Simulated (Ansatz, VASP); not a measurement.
# Cross-check of Sb between VASP and Ansatz

Aim: how closely do two programs agree when they are given the same cell, functional and k mesh? The cell is taken from a series of runs on this material, whose earlier steps may have relaxed, scaled, displaced or heated it; both programs get it as it stands. Other levels of theory on this material are compared in a session of their own.

Calculated with Ansatz 0.2.0; plane waves, with VASP 6.6.1 beside it; single point at PBEsol, spin-orbit coupling.

### Step 1. Starting point

The cell holds 4 atoms: 4 Sb. Cell: a = 4.010 Å, b = 4.010 Å, c = 37.400 Å, α = 90.0°, β = 90.0°, γ = 120.0°. Vacuum lies along c.

Structure file:

```cif
data_structure
_symmetry_space_group_name_H-M 'P 1'
_symmetry_Int_Tables_number 1
_cell_length_a 4.0103
_cell_length_b 4.0103
_cell_length_c 37.4000
_cell_angle_alpha 90.000
_cell_angle_beta 90.000
_cell_angle_gamma 120.000
_cell_volume 520.91
loop_
_atom_site_label
_atom_site_type_symbol
_atom_site_fract_x
_atom_site_fract_y
_atom_site_fract_z
_atom_site_occupancy
Sb1 Sb 0.33333 0.66667 0.44871 1
Sb2 Sb 0.66667 0.33333 0.40477 1
Sb3 Sb 0.66667 0.33333 0.59523 1
Sb4 Sb 0.33333 0.66667 0.55129 1
```

### Step 2. VASP: single point, PBEsol, spin-orbit coupling

With cell and atoms fixed, the geometry can't cause a difference; cores, projectors, grids and the points listed under the comparison can.

Lines of VASP's logs that name or quote its potential files are left out, and so is its time.

The input, INCAR:

```
SYSTEM = Sb
PREC = Accurate
ENCUT = 400
EDIFF = 1E-06
NELM = 200
ISMEAR = -1
SIGMA = 0.02
LREAL = .FALSE.
ALGO = Normal
GGA = PS
LNONCOLLINEAR = .TRUE.
MAGMOM = 0 0 0 0 0 0 0 0 0 0 0 0
NBANDS = 32
GGA_COMPAT = .FALSE.
LASPH = .TRUE.
LSORBIT = .TRUE.
LORBIT = 11
LWAVE = .FALSE.
LCHARG = .FALSE.
ISIF = 2
LDIPOL = .TRUE.
IDIPOL = 3
DIPOL = 0.5 0.5 0.5
LVHAR = .TRUE.
EFERMI = MIDGAP
NELMDL = -8
KPAR = 2
```

The input, POSCAR:

```
Sb
1.0
    4.0103421423      0.0000000000      0.0000000000
   -2.0051710711      3.4730581731      0.0000000000
    0.0000000000      0.0000000000     37.4000000000
Sb
4
Direct
    0.3333333333      0.6666666667      0.4487071665
    0.6666666667      0.3333333333      0.4047697972
    0.6666666667      0.3333333333      0.5952302028
    0.3333333333      0.6666666667      0.5512928335
```

The input, KPOINTS:

```
Automatic mesh
0
Gamma
6 6 1
0 0 0
```

The projector-augmented-wave data sets are Sb (PBE family, release 64).

Command:

```console
> mpirun -np 2 vasp_ncl
```

Numbers of over 12 decimals in the logs are rounded to 6 here.

What it wrote:

```text
[banner, memory and clock lines left out]
running    2 mpi-ranks, on    1 nodes
 distrk:  each k-point on    1 cores,    2 groups
 distr:  one band on    1 cores,    1 groups

 POSCAR found type information on POSCAR Sb
 POSCAR found :  1 types and       4 ions
|                                                                             |
|               ----> ADVICE to this user running VASP <----                  |
|                                                                             |
|     You enforced a specific xc type in the INCAR file but a different       |
|     [... a line on the potential file left out ...]
|     I HOPE YOU KNOW WHAT YOU ARE DOING!                                     |
|                                                                             |

 LDA part: xc-table for (Slater+PW92), standard interpolation
 POSCAR, INCAR and KPOINTS ok, starting setup
 FFT: planning ... GRIDC
 FFT: planning ... GRID_SOFT
 FFT: planning ... GRID
 WAVECAR not read
 entering main loop
       N       E                     dE             d eps       ncg     rms          rms(c)
DAV:   1     0.113046131559E+03    0.11305E+03   -0.45302E+03   648   0.659E+02
DAV:   2    -0.390208063114E+01   -0.11695E+03   -0.11170E+03   960   0.135E+02
DAV:   3    -0.173812492146E+02   -0.13479E+02   -0.13365E+02   848   0.498E+01
DAV:   4    -0.177934228523E+02   -0.41217E+00   -0.41105E+00   856   0.108E+01
DAV:   5    -0.178068732159E+02   -0.13450E-01   -0.13446E-01   880   0.230E+00
DAV:   6    -0.178072874278E+02   -0.41421E-03   -0.41421E-03   848   0.385E-01
DAV:   7    -0.178073095061E+02   -0.22078E-04   -0.22079E-04   872   0.866E-02
DAV:   8    -0.178073106675E+02   -0.11614E-05   -0.11611E-05   824   0.173E-02    0.502E+00
DAV:   9    -0.177144339441E+02    0.92877E-01   -0.43614E-02   712   0.913E-01    0.308E+00
DAV:  10    -0.176750990701E+02    0.39335E-01   -0.27636E-02   752   0.779E-01    0.182E+00
DAV:  11    -0.176628071423E+02    0.12292E-01   -0.25112E-02   744   0.756E-01    0.119E-01
DAV:  12    -0.176633063337E+02   -0.49919E-03   -0.24315E-03   720   0.244E-01    0.364E-02
DAV:  13    -0.176633027283E+02    0.36054E-05   -0.16903E-04   888   0.745E-02    0.205E-02
DAV:  14    -0.176632910432E+02    0.11685E-04   -0.66529E-05   768   0.339E-02    0.123E-02
[...]
DAV:  19    -0.176635066329E+02   -0.23614E-04   -0.15560E-06   624   0.436E-03    0.111E-03
DAV:  20    -0.176635216635E+02   -0.15031E-04   -0.43468E-07   624   0.216E-03    0.594E-04
DAV:  21    -0.176635365908E+02   -0.14927E-04   -0.25256E-07   600   0.133E-03    0.430E-04
DAV:  22    -0.176635432384E+02   -0.66476E-05   -0.21140E-07   568   0.107E-03    0.169E-04
DAV:  23    -0.176635447252E+02   -0.14868E-05   -0.29682E-08   504   0.500E-04    0.142E-04
DAV:  24    -0.176635469977E+02   -0.22725E-05   -0.51979E-08   488   0.510E-04    0.590E-05
DAV:  25    -0.176635480468E+02   -0.10491E-05   -0.22115E-08   448   0.332E-04    0.460E-05
DAV:  26    -0.176635486448E+02   -0.59799E-06   -0.18098E-08   424   0.245E-04
   1 F= -.17663549E+02 E0= -.17663548E+02  d E =-.982643E-06  mag=     0.0000     0.0000     0.0000
```

From OUTCAR (step 2):

```text
ion  position               nearest neighbor table
   1  0.333  0.667  0.449-   2 2.84   2 2.84   2 2.84
   2  0.667  0.333  0.405-   1 2.84   1 2.84   1 2.84
   3  0.667  0.333  0.595-   4 2.84   4 2.84   4 2.84
   4  0.333  0.667  0.551-   3 2.84   3 2.84   3 2.84

  LATTYP: Found a hexagonal cell.
 ALAT       =     4.0103421423
 C/A-ratio  =     9.3258875859

 Subroutine GETGRP returns: Found 12 space group operations
 (whereof 12 operations were pure point group operations)

The static configuration has the point symmetry D_3h.

 Found     10 irreducible k-points:

   k-points           NKPTS =     10   k-points in BZ     NKDIM =     10   number of bands    NBANDS=     32

   dimension x,y,z NGX =    28 NGY =   28 NGZ =  250
   dimension x,y,z NGXF=    56 NGYF=   56 NGZF=  500

   ENCUT  =  400.0 eV  29.40 Ry    5.42 a.u.   6.54  6.54 60.99*2*pi/ulx,y,z

   NELECT =      20.0000    total number of electrons

 k-points in reciprocal lattice and weights: Automatic mesh
   0.00000000  0.00000000  0.00000000       0.028
   0.16666667 -0.00000000  0.00000000       0.083
  -0.16666667  0.00000000  0.00000000       0.083
   0.33333333 -0.00000000  0.00000000       0.083
  -0.33333333  0.00000000  0.00000000       0.083
   0.50000000  0.00000000  0.00000000       0.083
   0.16666667  0.16666667  0.00000000       0.167
   0.33333333  0.16666667  0.00000000       0.167
  -0.33333333 -0.16666667  0.00000000       0.167
   0.33333333  0.33333333  0.00000000       0.056

 dipolmoment           0.000000      0.000000     -0.000000 electrons x Angstroem

 average (electrostatic) potential at core
       1 -94.1540       2 -94.1470       3 -94.1470       4 -94.1540

 E-fermi :  -1.5821

 k-point     1 :       0.0000    0.0000    0.0000
  band No.  band energies     occupation
    ...
     16      -2.0381      1.00000
     17      -1.8630      1.00000
     18      -1.8630      1.00000
     19      -1.7870      0.99996
     20      -1.7870      0.99996
     21      -0.5679      0.00000
     22      -0.5679      0.00000
     23      -0.1559      0.00000
     24      -0.1559      0.00000
     25       0.5063      0.00000
    ...

 k-point     2 :       0.1667   -0.0000    0.0000
  band No.  band energies     occupation
    ...
     16      -2.8158      1.00000
     17      -2.6321      1.00000
     18      -2.6321      1.00000
     19      -2.1202      1.00000
     20      -2.1202      1.00000
     21      -0.5449      0.00000
     22      -0.5449      0.00000
     23      -0.2300      0.00000
     24      -0.2300      0.00000
     25       1.1128      0.00000
    ...

 k-point     3 :      -0.1667    0.0000    0.0000
  band No.  band energies     occupation
    ...
     16      -2.8158      1.00000
     17      -2.6321      1.00000
     18      -2.6321      1.00000
     19      -2.1202      1.00000
     20      -2.1202      1.00000
     21      -0.5449      0.00000
     22      -0.5449      0.00000
     23      -0.2300      0.00000
     24      -0.2300      0.00000
     25       1.1128      0.00000
    ...

  Total        1.3346887      1.3346887      1.1864755      0.0000000      0.0000000      0.0000000
  in kB        4.1051165      4.1051165      3.6492555      0.0000000      0.0000000      0.0000000
  external PRESSURE =       3.9531628 kB  Pullay stress =       0.0000000 kB

  energy-cutoff  :      400.00
  volume of cell :      520.91
      direct lattice vectors                 reciprocal lattice vectors
     4.010342142  0.000000000  0.000000000     0.249355283  0.143965340  0.000000000
    -2.005171071  3.473058173  0.000000000     0.000000000  0.287930680  0.000000000
     0.000000000  0.000000000 37.400000000     0.000000000  0.000000000  0.026737968

 POSITION                                       TOTAL-FORCE (eV/Angst)
 -----------------------------------------------------------------------------------
     -0.00000      2.31537     16.78165        -0.000000      0.000000      0.075579
      2.00517      1.15769     15.13839        -0.000000      0.000000     -0.208724
      2.00517      1.15769     22.26161        -0.000000      0.000000      0.208724
     -0.00000      2.31537     20.61835         0.000000     -0.000000     -0.075579
 -----------------------------------------------------------------------------------
    total drift:                                0.000000     -0.000000     -0.000000

  FREE ENERGIE OF THE ION-ELECTRON SYSTEM (eV)
  ---------------------------------------------------
  free  energy   TOTEN  =       -17.6635486448 eV

  energy  without entropy=      -17.6635476621  energy(sigma->0) =      -17.66354815

 vacuum level on the upper side and lower side of the slab         2.633         2.633

 Spin-Orbit-Coupling matrix elements
 Ion:    1  E_soc:     -0.1289746
 Ion:    2  E_soc:     -0.1311675
 Ion:    3  E_soc:     -0.1311675
 Ion:    4  E_soc:     -0.1289746

 total charge
# of ion       s       p       d       tot
------------------------------------------
    1        1.216   1.185   0.030   2.432
    2        1.211   1.188   0.030   2.429
    3        1.211   1.188   0.030   2.429
    4        1.216   1.185   0.030   2.432
--------------------------------------------------
tot          4.854   4.747   0.121   9.722

 magnetization (x)
# of ion       s       p       d       tot
------------------------------------------
    1       -0.000  -0.000  -0.000  -0.000
    2        0.000  -0.000  -0.000   0.000
    3       -0.000   0.000   0.000  -0.000
    4        0.000  -0.000  -0.000   0.000
--------------------------------------------------
tot         -0.000  -0.000  -0.000  -0.000

 magnetization (y)
# of ion       s       p       d       tot
------------------------------------------
    1        0.000   0.000   0.000   0.000
    2        0.000  -0.000  -0.000  -0.000
    3       -0.000  -0.000  -0.000  -0.000
    4        0.000  -0.000   0.000  -0.000
--------------------------------------------------
tot         -0.000  -0.000  -0.000  -0.000

 magnetization (z)
# of ion       s       p       d       tot
------------------------------------------
    1       -0.000   0.000  -0.000   0.000
    2       -0.000   0.000   0.000   0.000
    3       -0.000   0.000   0.000   0.000
    4        0.000   0.000  -0.000   0.000
--------------------------------------------------
tot         -0.000   0.000   0.000   0.000

[... 3 further parts left out ...]
```

(Continued in part 2 of 2.)

[Lines on the potential files, build, host, timing and source positions are cut from VASP's logs without a mark.]

[Logs are printed without paths, hosts, clocks, repeated set-up lines and the standing remarks that a program may print on its own settings, such as how far it seeks lower states.]

[Hosts, paths, dates, database ids (printed as entryN), source tags and the programs' standing remarks are cut or masked in the printed files.]
